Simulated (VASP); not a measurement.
Calculation: PBEsol GGA, VASP's PBE PAW potentials (set 64) (plane waves; VASP).

VASP input:

### KPOINTS
```
kpoints
0
gamma
  7 7 4
0 0 0
```

**POSCAR**
```
ZnS
1
    1.8920276942    -3.2770880545    -0.0000000000
    1.8920276942     3.2770880545     0.0000000000
    0.0000000000     0.0000000000     6.2021903737
Zn S
2 2
Direct
  0.6666670000   0.3333330000   0.5001811411
  0.3333330000   0.6666670000   0.0001811411
  0.6666670000   0.3333330000   0.8748188589
  0.3333330000   0.6666670000   0.3748188589
```

### INCAR
```
# general
SYSTEM   =  ZnS
PREC     =  Accurate
ENCUT    =  400
LREAL    =  .FALSE.
LASPH    =  .TRUE.

# electronic loop
EDIFF    =  1E-6
NELM     =  100
ALGO     =  Normal
LMAXMIX  =  4

# smearing
ISMEAR   =  0
SIGMA    =  0.05

# functional
GGA      =  PS

# ions
IBRION   =  2
NSW      =  60
ISIF     =  3
EDIFFG   =  -0.01

# output
LWAVE    =  .FALSE.
LCHARG   =  .FALSE.
```

POTCAR, in this order: Zn S (PBE.64 set). Program: vasp_std.

The run wrote:

**OSZICAR**
```
       N       E                     dE             d eps       ncg     rms          rms(c)
DAV:   1     0.207840338733E+03    0.20784E+03   -0.15109E+04  1056   0.166E+03
DAV:   2     0.265984470089E+01   -0.20518E+03   -0.19996E+03  1126   0.336E+02
DAV:   3    -0.155881996703E+02   -0.18248E+02   -0.18184E+02  1248   0.107E+02
DAV:   4    -0.159719249636E+02   -0.38373E+00   -0.38347E+00  1242   0.162E+01
DAV:   5    -0.159792671908E+02   -0.73422E-02   -0.73417E-02  1284   0.220E+00    0.102E+01
DAV:   6    -0.151481080676E+02    0.83116E+00   -0.21923E+00  1476   0.476E+01    0.783E+00
DAV:   7    -0.151853050900E+02   -0.37197E-01   -0.20112E+00  1104   0.835E+00    0.328E+00
DAV:   8    -0.151630764543E+02    0.22229E-01   -0.10046E-01  1478   0.453E+00    0.106E+00
DAV:   9    -0.151624836024E+02    0.59285E-03   -0.24729E-02  1440   0.269E+00    0.261E-01
DAV:  10    -0.151625985996E+02   -0.11500E-03   -0.12258E-03  1246   0.411E-01    0.192E-01
DAV:  11    -0.151627173718E+02   -0.11877E-03   -0.20908E-04  1210   0.218E-01    0.644E-02
DAV:  12    -0.151627229582E+02   -0.55864E-05   -0.58875E-05  1296   0.102E-01    0.230E-02
DAV:  13    -0.151627238468E+02   -0.88859E-06   -0.35667E-06  1148   0.167E-02
   1 F= -.15162724E+02 E0= -.15162724E+02  d E =-.151627E+02
       N       E                     dE             d eps       ncg     rms          rms(c)
DAV:   1    -0.151636625872E+02   -0.93963E-03   -0.15371E-02  1242   0.221E+00    0.232E-01
DAV:   2    -0.151628652962E+02    0.79729E-03   -0.38873E-03  1218   0.150E+00    0.895E-02
DAV:   3    -0.151627757401E+02    0.89556E-04   -0.23018E-04  1188   0.115E-01    0.432E-02
DAV:   4    -0.151627490632E+02    0.26677E-04   -0.21079E-05  1230   0.369E-02    0.215E-02
DAV:   5    -0.151627455441E+02    0.35191E-05   -0.28085E-06  1088   0.434E-02    0.347E-03
DAV:   6    -0.151627459388E+02   -0.39476E-06   -0.47570E-06  1036   0.236E-02
   2 F= -.15162746E+02 E0= -.15162746E+02  d E =-.220920E-04
```

### OUTCAR
```
------------------------ aborting loop because EDIFF is reached ----------------------------------------
  FORCE on cell =-STRESS in cart. coord.  units (eV):
  Direction    XX          YY          ZZ          XY          YZ          ZX
  --------------------------------------------------------------------------------------
  Total        0.0134769      0.0134769      0.0339198      0.0000000     -0.0000000      0.0000000
  in kB        0.2811802      0.2811802      0.7077007      0.0000000     -0.0000000      0.0000000
  external PRESSURE =       0.4233537 kB  Pullay stress =       0.0000000 kB
  volume of cell :       76.79
      direct lattice vectors                 reciprocal lattice vectors
     1.890759447 -3.274891386  0.000000000     0.264444005 -0.152676819  0.000000000
     1.890759447  3.274891386 -0.000000000     0.264444005  0.152676819  0.000000000
     0.000000000  0.000000000  6.200851125     0.000000000  0.000000000  0.161268184
  FREE ENERGIE OF THE ION-ELECTRON SYSTEM (eV)
  ---------------------------------------------------
  free  energy   TOTEN  =       -15.1627459388 eV

  energy  without entropy=      -15.1627459388  energy(sigma->0) =      -15.16274594

 reached required accuracy - stopping structural energy minimisation
```
(Selected blocks of OUTCAR.)

CONTCAR:
```
ZnS
   1.00000000000000
     1.8907594469891833   -3.2748913859771220    0.0000000000000000
     1.8907594469891833    3.2748913859771220   -0.0000000000000000
     0.0000000000000000    0.0000000000000000    6.2008511245631919
  Zn              S
     2     2
Direct
     0.6666669999999968    0.3333330000000032    0.5002468962776290
     0.3333330000000032    0.6666669999999968    0.0002468962776290
     0.6666669999999968    0.3333330000000032    0.8747531037223710
     0.3333330000000032    0.6666669999999968    0.3747531037223710
```

The compound is ZnS in the wurtzite structure, the high-temperature form. This run relaxes it. Symmetry was kept, so distortions that lower it aren't found. The start is the result of an earlier pass.
